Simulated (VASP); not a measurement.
A run of VASP 6.6.1 is set up as follows.

INCAR

```
  PREC = Accurate
  ENCUT = 600
  EDIFF = 1E-6
  ISMEAR = -1
  SIGMA = 0.05
  LREAL = False
  LASPH = True
  NELM = 100
  ALGO = Fast
  ISIF = 3
  LWAVE = False
  LCHARG = False
  GGA = PE
  IBRION = 2
  NSW = 60
  EDIFFG = -0.005
```

The input KPOINTS:

```
Automatic mesh
0
Gamma
  6 6 5
```

The input POSCAR:

```
LiYHg
1.0
    4.2179400000      0.0000000000      0.0000000000
    0.0000000000      4.2179400000      0.0000000000
    0.0000000000      0.0000000000      5.2510900000
Li Y Hg
1 1 1
Direct
    0.5000000000      0.5000000000      0.5000000000
    0.0000000000      0.0000000000      0.0000000000
    0.5000000000      0.5000000000      0.0000000000
```

Potentials or basis: VASP PAW PBE potentials, release 64 (Li_sv, Y_sv, Hg).

The run is started by

```bash
$ cat potpaw_PBE.64/Li_sv/POTCAR potpaw_PBE.64/Y_sv/POTCAR potpaw_PBE.64/Hg/POTCAR > POTCAR
$ mpirun -np 1 vasp_std > vasp.out
```

Task: Estimate the relaxed cell.

Result: a = 4.207 Å, b = 4.207 Å, c = 5.269 Å, α = 90.00°, β = 90.00°, γ = 90.00°.

Task: What does it give for the band gap on the k mesh?

Result: None (metal or under the smearing width).

Task: What does it give for the relaxed volume?

Result: 31.08 Å³/atom.

Final structure:
```
Li Y Hg
1.0
     4.20661    0.00000    0.00000
     0.00000    4.20661    0.00000
     0.00000    0.00000    5.26904
Li Y Hg
1 1 1
Direct
  0.50000 0.50000 0.50000
  0.00000 0.00000 0.00000
  0.50000 0.50000 0.00000
```

Caveat: the cutoff is under 1.25 times the usual one of these potentials, so pressure, stress and relaxed cells hold a basis-set (Pulay) error. The run has no spin-orbit coupling, so splittings on Hg are missing.
